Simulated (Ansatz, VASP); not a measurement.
One calculation of NiPt, two programs

```xyz
2
Lattice="2.3594 0.0000 0.0000 0.0000 2.3594 0.0000 0.0000 0.0000 3.1155" Properties=species:S:1:pos:R:3 pbc="T T T"
Ni    1.1797    1.1797    1.5577
Pt    0.0000    0.0000    0.0000
```

Change from the starting cell: volume scaled by 0.66, no spin polarisation, PAW files.

Alike in both runs: task single point; functional LDA; k mesh 11 × 11 × 8; occupations fermi-dirac, width 0.1 eV; no spin polarisation.

|  | VASP | Ansatz |
| --- | --- | --- |
| version | VASP 6.6.1 | Ansatz 0.2.0 |
| potentials or method | VASP PAW LDA potentials, release 64 (Ni, Pt) | PAW with Ansatz's default frozen-core files, scalar-relativistic |
| plane-wave cutoff (eV) | 520 | 420 |
| valence electrons in the cell | 20 | 36 |

```tsv
	VASP	Ansatz	Ansatz less VASP
pressure (GPa)	253.9	250.6	-3.33
largest component of the traceless stress (GPa)	14.28	14.20	-0.080
```

The two sets of potentials don't hold the same shells in valence.

Caveats: the cell as given lies far from equilibrium; so large a pressure means that the cell lies far from this level's equilibrium, or that cutoff or potentials fall short (VASP). Spin polarisation is off, so any magnetic state and its effect on volume and gap are missing. The runs have no spin-orbit coupling, so splittings on Pt are missing.
